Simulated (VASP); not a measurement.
Given:

```yaml
crystal:
  lattice:
    - [5.06155, 0.00000, 0.00000]
    - [0.00000, 5.42367, 0.00000]
    - [0.00000, 0.00000, 6.06087]
  atoms:
    - { symbol: Tl, position: [0.25000, 0.51107, 0.25832] }
    - { symbol: Tl, position: [0.75000, 0.98893, 0.25832] }
    - { symbol: Tl, position: [0.25000, 0.01107, 0.74168] }
    - { symbol: Tl, position: [0.75000, 0.48893, 0.74168] }
    - { symbol: F, position: [0.25000, 0.56318, 0.85812] }
    - { symbol: F, position: [0.75000, 0.93682, 0.85812] }
    - { symbol: F, position: [0.25000, 0.06318, 0.14188] }
    - { symbol: F, position: [0.75000, 0.43682, 0.14188] }
```

Level of theory: PBEsol GGA, VASP's PBE PAW potentials (set 64) (plane waves; VASP). Settings: 520 eV cut-off, 5×5×4 Γ-centred mesh, tetrahedra with Blöchl corrections, potentials Tl_d F.

The cores are frozen, which limits the accuracy of field gradients.

**Question.** Give the principal components of the electric field gradient (V/Å²) and the asymmetry η at each nucleus.

**Answer.** 
```tsv
atom	Vxx	Vyy	Vzz	η
Tl1	65.2	49.9	-115.1	0.13
Tl2	65.2	49.9	-115.1	0.13
Tl3	65.2	49.9	-115.1	0.13
Tl4	65.2	49.9	-115.1	0.13
F5	-11.5	-3.8	15.4	0.50
F6	-11.5	-3.8	15.4	0.50
F7	-11.5	-3.8	15.4	0.50
F8	-11.5	-3.8	15.4	0.50
```

The compound is TlF in the sg57 structure. It was relaxed first.
